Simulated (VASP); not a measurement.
The system is BePd.

```
Be Pd
1.0
     2.82876    0.00000    0.00000
     0.00000    2.82876    0.00000
     0.00000    0.00000    2.82876
Be Pd
1 1
Direct
  0.00000 0.00000 0.00000
  0.50000 0.50000 0.50000
```

| Item | Value |
| --- | --- |
| Program | VASP 6.6.1 |
| Task | relaxation of cell and atoms |
| Functional | PBEsol |
| Potentials or basis | VASP PAW PBE potentials, release 64 (Be, Pd) |
| Cutoff | 600 eV |
| k mesh | 14 × 14 × 14 |
| Occupations | gaussian, width 0.1 eV |
| Spin | no spin polarisation |

At the start: pressure -5.8 GPa; volume 11.32 Å³/atom.

Task: How do energy, volume and symmetry change on relaxing?

Result: Over 3 steps the energy falls by 6.9 meV/atom and the volume is 10.95 Å³/atom (-3.2 %); space group Pm-3m (No. 221, to 0.05 Å).

Step by step:
```tsv
step	energy change (eV)	largest force (eV/Å)	pressure (GPa)	volume (Å³)
1	0.0000	0.0000	-5.83	22.64
2	-0.0036	0.0000	5.60	21.31
3	-0.0137	0.0000	0.00	21.91
```

Final structure:
```
Be Pd
1.0
     2.79809    0.00000    0.00000
     0.00000    2.79809    0.00000
     0.00000    0.00000    2.79809
Be Pd
1 1
Direct
  0.00000 0.00000 0.00000
  0.50000 0.50000 0.50000
```

Caveat: the PAW data sets were made with another functional, which shifts forces and pressure a little.
